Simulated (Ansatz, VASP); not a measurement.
**Ni3Pt: VASP beside Ansatz**

One calculation is typed for both programs; each brings its own data sets. How far apart do they land? The cell is taken from a series of runs on this material, whose earlier steps may have relaxed, scaled, displaced or heated it; both programs get it as it stands.

Calculated with Ansatz 0.2.0; plane waves, with VASP 6.6.1 beside it; LDA.

### 1. Set-up

It takes space group Pm-3m (No. 221, cubic). The conventional cell has a = 3.625 Å, b = 3.625 Å, c = 3.625 Å, α = 90.00°, β = 90.00°, γ = 90.00°. Nearest to Pt lie 12 Ni at 2.56 Å. Nearest to Ni lie 8 Ni at 2.56 Å and 4 Pt at 2.56 Å. Farther neighbours are not listed.

### 2. Ansatz: single point, LDA

Ansatz runs on its default PAW (the set named soft_2) files.

A single point takes one fixed geometry, so differences don't come from the geometry; what else differs is listed under the comparison.

The input, input.yaml:

```yaml
crystal:
  lattice:
    - [3.62456679, 0.0, 0.0]
    - [0.0, 3.62456679, 0.0]
    - [0.0, 0.0, 3.62456679]
  atoms:
    - { symbol: Pt, position: [0.0, 0.0, 0.0] }
    - { symbol: Ni, position: [0.5, 0.5, 0.0], spin: 1.0 }
    - { symbol: Ni, position: [0.0, 0.5, 0.5], spin: 1.0 }
    - { symbol: Ni, position: [0.5, 0.0, 0.5], spin: 1.0 }
magnetization:
  spin_polarized: true
kpoints:
  mp_grid: { grid: [10, 10, 10] }
  band_path:
    path:
      - [[0.0, 0.0, 0.0], [0.0, 0.5, 0.0], [0.5, 0.5, 0.0], [0.0, 0.0, 0.0], [0.5, 0.5, 0.5], [0.0, 0.5, 0.0]]
      - [[0.5, 0.5, 0.5], [0.5, 0.5, 0.0]]
    npoints: 8
scf:
  occupations: { method: fermi_dirac, width: 0.05 }
  n_extra_bands: 10
hamiltonian:
  xc: lda
  pseudopotentials: { kind: paw }
output:
  forces: true
  stress: true
  dos:
    projected: true
    de: 0.05
    e_range: [-30, 12]
    nscf_kmesh: { grid: [14, 14, 14] }
  fatbands: true
  eigenstates:
    kpoints:
      - [0.0, 0.0, 0.0]
      - [0.0, 0.08333333, 0.0]
      - [0.0, 0.16666667, 0.0]
      - [0.0, 0.25, 0.0]
      - [0.0, 0.33333333, 0.0]
      - [0.0, 0.41666667, 0.0]
      - [0.0, 0.5, 0.0]
      - [0.0, -0.41666667, 0.0]
      - [0.0, -0.33333333, 0.0]
      - [0.0, -0.25, 0.0]
      - [0.0, -0.16666667, 0.0]
      - [0.0, -0.08333333, 0.0]
      - [0.0625, 0.0, 0.0625]
      - [0.125, 0.0, 0.125]
      - [0.1875, 0.0, 0.1875]
      - [0.25, 0.0, 0.25]
      - [-0.30357143, -0.30357143, 0.0]
      - [-0.35714286, -0.35714286, 0.0]
      - [-0.41071429, -0.41071429, 0.0]
      - [-0.46428571, -0.46428571, 0.0]
      - [0.48214286, 0.48214286, 0.0]
      - [0.42857143, 0.42857143, 0.0]
      - [0.375, 0.375, 0.0]
      - [0.32142857, 0.32142857, 0.0]
      - [0.26785714, 0.26785714, 0.0]
      - [0.21428571, 0.21428571, 0.0]
      - [0.16071429, 0.16071429, 0.0]
      - [0.10714286, 0.10714286, 0.0]
      - [0.05357143, 0.05357143, 0.0]
      - [0.05, 0.05, 0.05]
      - [0.1, 0.1, 0.1]
      - [0.15, 0.15, 0.15]
      - [0.2, 0.2, 0.2]
      - [0.25, 0.25, 0.25]
      - [0.3, 0.3, 0.3]
      - [0.35, 0.35, 0.35]
      - [0.4, 0.4, 0.4]
      - [0.45, 0.45, 0.45]
      - [0.5, 0.5, 0.5]
      - [0.5, -0.4375, 0.4375]
      - [0.5, -0.375, 0.375]
      - [0.5, -0.3125, 0.3125]
      - [0.5, -0.25, 0.25]
      - [0.5, -0.1875, 0.1875]
      - [0.5, -0.125, 0.125]
      - [0.5, -0.0625, 0.0625]
      - [0.5, 0.0, 0.0]
      - [0.41666667, 0.0, 0.0]
      - [0.33333333, 0.0, 0.0]
      - [0.25, 0.0, 0.0]
      - [0.16666667, 0.0, 0.0]
      - [0.08333333, 0.0, 0.0]
    e_range: [-9.0, 4.0]
    unfold: { supercell_matrix: [[-1, 1, 1], [1, -1, 1], [1, 1, -1]] }
```

The run is started by

```
$ ansatz run input.yaml --threads 2 --pin off --max-ram 6144MiB --backend cpu --events-out ev --progress --plain --runs-dir out
```

Numbers of over 12 decimals in the logs are rounded to 6 here.

What it wrote:

```text
scf.n_extra_bands = 10 over 36 filled bands (N_el = 72.0): the run solves 46 bands
Engine: ansatz 0.2.0, aarch64-unknown-linux-gnu
Pseudopotentials: kind: paw
Pseudopotential: Pt, paw, valence charge 18, recommended cutoff 420 eV (normal), Pt.paw.azcp
Pseudopotential: Ni, paw, valence charge 18, recommended cutoff 420 eV (normal), Ni.paw.azcp
Functional definition: SPW92
  exchange = slater_x
  correlation = pw_c
Crystal: 4 atoms, lattice volume = 47.618 Å³
Basis set: ecut = 420 eV, 925 PW (Γ)
Bands: 46, of which v1, the nominal top of the filled ones, is band 36 counted from 1 (35 counted from 0)
Symmetry: 48 space group operations
Space group: Pm-3m (ITA 221), of the structure as read, at distance tolerance 3.6e-5 Å
Magnetic group: BNS 221.92 (UNI 1594), of the structure as read, at distance tolerance 3.6e-5 Å
k-points: 56 of 1000
Non-local potential: Pt, projectors of the file, l = 0: 3, l = 1: 2, l = 2: 2, l = 3: 1
Non-local potential: Ni, projectors of the file, l = 0: 3, l = 1: 2, l = 2: 3, l = 3: 1
PAW form: soft (Blöchl's): semilocal exchange-correlation on the pseudo side does not see the compensation charge
PAW frozen core: Pt, regenerated for the run's functional, and the local potential with it (the file was generated under x = pbe(κ = 0.804, μ = 0.219515), c = pbe(β = 0.066725))
PAW frozen core: Ni, regenerated for the run's functional, and the local potential with it (the file was generated under x = pbe(κ = 0.804, μ = 0.219515), c = pbe(β = 0.066725))
PAW one-centre angular grid: Pt, 590 points (default); XC on 64 Gauss nodes
PAW one-centre angular grid: Ni, 590 points (default); XC on 64 Gauss nodes
Initial density: superposition of atomic densities (chi_scale 0.1, normalization cell)
Starting moments: Σ|m| = 3 μB on 3 of 4 sites
Initial wavefunctions: pseudopotential atomic-orbital guess
Functional: x = slater, c = lda
SCF iter   1: F=—  HF=-29562.855137 eV  |F-HF|=—  |Δ(HF+E_count)|=         —  Δρ=6.47e-2 (↑5.47e-2 ↓6.47e-2)  dr2=8.54e0  dr2_m=1.74e-1  M=2.444 μB ∫|m|=2.520 μB  β_m=0.30  ethr=3.10e-3  ⟨swp⟩=5.6  Hψ=17064  notcnv=0  defer=41
Mixer restart at iter 1: flushing history
preconditioner: auto → Kerker (q_TF=auto, 2.923 Å⁻¹)  [metal: Δε(μ)=0.006 eV  Ē_g=9.440 eV  σ=0.050 eV  W_gap=0.03  n_scr=18 (ndim 8)  ℏωp=34.0 eV  f_vac=0.000  D(μ)=7.42/eV (n_scr^D=122)]
spin=Collinear: Kerker preconditioning applied to the charge; magnetization (m = ρ↑ − ρ↓) channel mixes plain (no charge-response kernel on spin).
SCF iter   2: F=—  HF=-29563.038373 eV  |F-HF|=—  |Δ(HF+E_count)|=   1.83e-1  Δρ=4.87e-2 (↑2.72e-2 ↓4.87e-2)  dr2=3.49e0  dr2_m=1.80e-1  M=2.296 μB ∫|m|=2.391 μB  β_m=0.50  ethr=3.10e-3  ⟨swp⟩=2.0  Hψ=6907  notcnv=0  defer=297
SCF iter   3: F=—  HF=-29565.166061 eV  |F-HF|=—  |Δ(HF+E_count)|=    2.13e0  Δρ=1.50e-2 (↑1.12e-2 ↓1.50e-2)  dr2=1.07e-1  dr2_m=1.45e-2  M=2.452 μB ∫|m|=2.599 μB  β_m=0.47  ethr=3.10e-3  ⟨swp⟩=2.9  Hψ=8651  notcnv=0  defer=296
SCF iter   4: F=—  HF=-29565.135910 eV  |F-HF|=—  |Δ(HF+E_count)|=   3.02e-2  Δρ=2.24e-2 (↑7.01e-3 ↓2.24e-2)  dr2=3.71e-1  dr2_m=3.39e-2  M=2.214 μB ∫|m|=2.363 μB  β_m=0.47  ethr=1.49e-4  ⟨swp⟩=2.7  Hψ=10599  notcnv=0  defer=315
SCF iter   5: F=—  HF=-29565.243491 eV  |F-HF|=—  |Δ(HF+E_count)|=   1.08e-1  Δρ=5.13e-3 (↑5.13e-3 ↓3.79e-3)  dr2=1.09e-2  dr2_m=3.89e-3  M=2.163 μB ∫|m|=2.340 μB  β_m=0.70  ethr=1.49e-4  ⟨swp⟩=3.0  Hψ=9818  notcnv=0  defer=315
SCF iter   6: F=—  HF=-29565.281575 eV  |F-HF|=—  |Δ(HF+E_count)|=         —  Δρ=4.98e-3 (↑1.66e-3 ↓4.98e-3)  dr2=4.19e-3  dr2_m=3.97e-3  M=2.242 μB ∫|m|=2.414 μB  β_m=0.70  ethr=1.51e-5  ⟨swp⟩=2.1  Hψ=10553  notcnv=0  defer=320
Mixer restart at iter 6: flushing history
SCF iter   7: F=—  HF=-29565.285960 eV  |F-HF|=—  |Δ(HF+E_count)|=   4.38e-3  Δρ=2.58e-3 (↑1.36e-3 ↓2.58e-3)  dr2=7.67e-4  dr2_m=1.59e-3  M=2.263 μB ∫|m|=2.435 μB  β_m=0.85  ethr=5.82e-6  ⟨swp⟩=2.0  Hψ=7635  notcnv=0  defer=320
SCF iter   8: F=—  HF=-29565.287447 eV  |F-HF|=—  |Δ(HF+E_count)|=   1.49e-3  Δρ=2.19e-3 (↑1.08e-3 ↓2.19e-3)  dr2=3.36e-3  dr2_m=1.42e-4  M=2.292 μB ∫|m|=2.467 μB  β_m=0.69  ethr=1.07e-6  ⟨swp⟩=2.0  Hψ=9139  notcnv=0  defer=320
SCF iter   9: F=—  HF=-29565.286310 eV  |F-HF|=—  |Δ(HF+E_count)|=   1.14e-3  Δρ=1.24e-3 (↑5.27e-4 ↓1.24e-3)  dr2=5.52e-4  dr2_m=8.13e-5  M=2.284 μB ∫|m|=2.459 μB  β_m=0.74  ethr=1.07e-6  ⟨swp⟩=2.0  Hψ=9952  notcnv=0  defer=320
SCF iter  10: F=—  HF=-29565.286535 eV  |F-HF|=—  |Δ(HF+E_count)|=   2.25e-4  Δρ=3.83e-4 (↑1.72e-4 ↓3.83e-4)  dr2=6.81e-5  dr2_m=6.42e-6  M=2.278 μB ∫|m|=2.453 μB  β_m=0.86  ethr=7.66e-7  ⟨swp⟩=2.0  Hψ=6733  notcnv=0  defer=320
SCF iter  11: F=—  HF=-29565.286542 eV  |F-HF|=—  |Δ(HF+E_count)|=   6.67e-6  Δρ=5.36e-5 (↑3.58e-5 ↓5.36e-5)  dr2=2.14e-6  dr2_m=4.99e-8  M=2.277 μB ∫|m|=2.452 μB  β_m=0.89  ethr=9.45e-8  ⟨swp⟩=2.1  Hψ=6906  notcnv=0  defer=320
SCF iter  12: F=—  HF=-29565.286541 eV  |F-HF|=—  |Δ(HF+E_count)|=   2.51e-7  Δρ=7.38e-6 (↑7.38e-6 ↓6.08e-6)  dr2=6.06e-8  dr2_m=3.82e-10  M=2.278 μB ∫|m|=2.453 μB  β_m=0.94  ethr=2.97e-9  ⟨swp⟩=2.0  Hψ=6997  notcnv=0  defer=320
SCF iter  13: F=-29565.286541 eV  HF=-29565.286541 eV  |F-HF|=1.85e-9  |Δ(HF+E_count)|=   7.22e-9  Δρ=1.35e-6 (↑1.31e-6 ↓1.35e-6)  dr2=2.86e-9  dr2_m=1.62e-11  M=2.278 μB ∫|m|=2.453 μB  ethr=8.42e-11  ⟨swp⟩=8.0  Hψ=21756  notcnv=0
SCF 1 converged in 13 iterations: F = -29565.286541 eV  dr2 = 2.86e-9
  greatest PAW one-centre occupation: 1.002 electrons in one spin orbital (limit 2), on the Ni atom at site 1 (counted from 0), in its partial waves of l = 1
NSCF: frozen V_eff on 50 k-points
NSCF: frozen V_eff on 120 k-points
[...]
SCF converged after 13 iterations
Magnetization: 2.2776 μB (37.1388 up, 34.8612 down)
Absolute magnetization: 2.4542 μB (∫|ρ↑−ρ↓|, with the PAW one-centre terms)
Spin contamination: 0.0165 ħ² per cell (⟨S²⟩ above its minimum at these occupations)
Per-site moments (μB) at R_I (Å): [(0.320520, 1.057219), (0.676311, 1.057219), (0.676311, 1.057219), (0.676311, 1.057219)]
Free energy (F): -29565.286541 eV
Harris-Foulkes:  -29565.286541 eV  (|F-HF|=1.85e-9)
Internal energy: -29565.227124 eV  (E = F + TS)
E sigma→0 (E₀):  -29565.256833 eV
Entropy (-TS):   -0.059417 eV (-14.854 meV/atom)
Fermi energy:    19.444022 eV
--- Per-component energies (eV) ---
  E_band       = -970.584643
  E_kinetic    = 1487.336840
  E_local      = -11909.611384  (includes V_loc(G=0)·N_el)
  E_nonlocal   = 2124.824925
  E_hartree    = 4916.423108
  E_xc         = -514.462370
  E_vxc        = -631.626013  (∫ρ·V_xc dr)
  E_paw        = -13868.381947  (= ΣΔE_a)
  E_vpaw       = -1874.352305  (= ΣTr[D̂ρ^β])
  E_aug_tail   = 0.001593  (compensation charges beyond the density's cutoff)
  E_ewald      = -11803.124121
  E_core_change = 1.766231  (= ΣΔE_core)
  E_smearing   = -0.059417  (= −TS)
  E_closure    = -0.000000  (closes the sum)
  Σ components = -29565.286541   (vs F -29565.286541, Δ=0.00e0)
--- Forces (eV/Å), atoms counted from 1 ---
  atom   1  Pt    -0.00000000    -0.00000000    -0.00000000
  atom   2  Ni     0.00000000    -0.00000000     0.00000000
  atom   3  Ni     0.00000000    -0.00000000     0.00000000
  atom   4  Ni     0.00000000    -0.00000000    -0.00000000
  max |Σ_I F_I| component: 6.10e-29 eV/Å
--- Stress (GPa, compression-positive) ---
      -11.621650       0.000000       0.000000
        0.000000     -11.621650       0.000000
        0.000000       0.000000     -11.621650
  P = ⅓ Tr σ = -11.6216 GPa (-116.216 kbar)
--- Band table (eV; the first three rows and the last of 112) ---
  k-point 0 ↑: bands = [... 32 lower, 19.1862, 19.1862, 19.5820, 19.5820, 19.5820, 21.5997, 21.5997, 21.5997, ... 6 higher]
  k-point 1 ↑: bands = [... 32 lower, 19.1017, 19.1344, 19.2741, 19.2741, 19.5790, 20.9912, 22.1320, 22.1320, ... 6 higher]
  k-point 2 ↑: bands = [... 32 lower, 18.8925, 18.8925, 18.9063, 19.0113, 19.5714, 19.7199, 23.2115, 23.2115, ... 6 higher]
  k-point 55 ↓: bands = [... 32 lower, 19.4676, 19.4676, 19.4676, 19.7358, 19.7358, 19.7677, 19.7677, 19.7677, ... 6 higher]
```

(Part 1 of 2 ends here.)

[Lines on the potential files, build, host, timing and source positions are cut from VASP's logs without a mark.]

[Logs are printed without paths, hosts, clocks, repeated set-up lines and the standing remarks that a program may print on its own settings, such as how far it seeks lower states.]

[Hosts, paths, dates, database ids (printed as entryN), source tags and the programs' standing remarks are cut or masked in the printed files.]
